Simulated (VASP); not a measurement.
Output of a VASP run:

OSZICAR:
```
       N       E                     dE             d eps       ncg     rms          rms(c)
DAV:   1     0.150295724778E+02    0.15030E+02   -0.31915E+03   854   0.525E+02
DAV:   2    -0.101465734584E+01   -0.16044E+02   -0.16035E+02   833   0.126E+02
DAV:   3    -0.130358417400E+01   -0.28893E+00   -0.28893E+00  1134   0.221E+01
DAV:   4    -0.130541226083E+01   -0.18281E-02   -0.18281E-02   889   0.136E+00
DAV:   5    -0.130544289281E+01   -0.30632E-04   -0.30632E-04  1064   0.152E-01    0.215E-01
DAV:   6    -0.130537682053E+01    0.66072E-04   -0.46355E-04   896   0.328E-01    0.144E-01
DAV:   7    -0.130535874307E+01    0.18077E-04   -0.10587E-03   805   0.401E-01    0.120E-02
DAV:   8    -0.130535385887E+01    0.48842E-05   -0.32540E-05  1078   0.122E-01    0.421E-03
DAV:   9    -0.130535429930E+01   -0.44043E-06   -0.91283E-07   497   0.185E-02
   1 F= -.13053543E+01 E0= -.13052585E+01  d E =-.287367E-03
```

OUTCAR:
```
------------------------ aborting loop because EDIFF is reached ----------------------------------------
  FORCE on cell =-STRESS in cart. coord.  units (eV):
  Direction    XX          YY          ZZ          XY          YZ          ZX
  --------------------------------------------------------------------------------------
  Total       -0.1942546     -0.1942546     -0.1942546     -0.0000000     -0.0000000      0.0000000
  in kB       -7.5872189     -7.5872189     -7.5872189     -0.0000000     -0.0000000      0.0000000
  external PRESSURE =      -7.5872189 kB  Pullay stress =       0.0000000 kB
  volume of cell :       41.02
      direct lattice vectors                 reciprocal lattice vectors
    -2.172600000  2.172600000  2.172600000     0.000000000  0.230139004  0.230139004
     2.172600000 -2.172600000  2.172600000     0.230139004  0.000000000  0.230139004
     2.172600000  2.172600000 -2.172600000     0.230139004  0.230139004  0.000000000
 POSITION                                       TOTAL-FORCE (eV/Angst)
 -----------------------------------------------------------------------------------
      0.00000      0.00000      0.00000        -0.000000      0.000000     -0.000000
 -----------------------------------------------------------------------------------
    total drift:                               -0.000000      0.000000      0.000000
  FREE ENERGIE OF THE ION-ELECTRON SYSTEM (eV)
  ---------------------------------------------------
  free  energy   TOTEN  =        -1.3053542993 eV

  energy  without entropy=       -1.3050669324  energy(sigma->0) =       -1.30525851
```
(Selected blocks of OUTCAR.)

File POSCAR:
```
Na
1
   -2.1726000000     2.1726000000     2.1726000000
    2.1726000000    -2.1726000000     2.1726000000
    2.1726000000     2.1726000000    -2.1726000000
Na
1
Direct
  0.0000000000   0.0000000000   0.0000000000
```

Reconstruct the remaining input files.

One answer among several that fit: the input of the run itself, PBE GGA, plane waves, VASP's PBE PAW potentials (set 64).

### INCAR
```
# general
SYSTEM=Na
PREC  =Accurate
ENCUT =300
LREAL =F
LASPH =T

# electronic loop
EDIFF =1E-6
NELM  =100
ALGO  =Normal

# smearing
ISMEAR=1
SIGMA =0.1

# functional
GGA   =PE

# ions
ISIF  =2

# output
LWAVE =F
LCHARG=F
```

### KPOINTS
```
Automatic mesh
0
Gamma
11 11 11
0 0 0
```

POTCAR, in this order: Na_pv (PBE.64 set). Program: vasp_std.

At this cut-off the stress carries a Pulay error, which pulls relaxed volumes low.

The compound is Na in the bcc structure. The cell was not relaxed at this level. The run is one of a series of settings (ENCUT = 300 against the base run), some of them coarse on purpose.
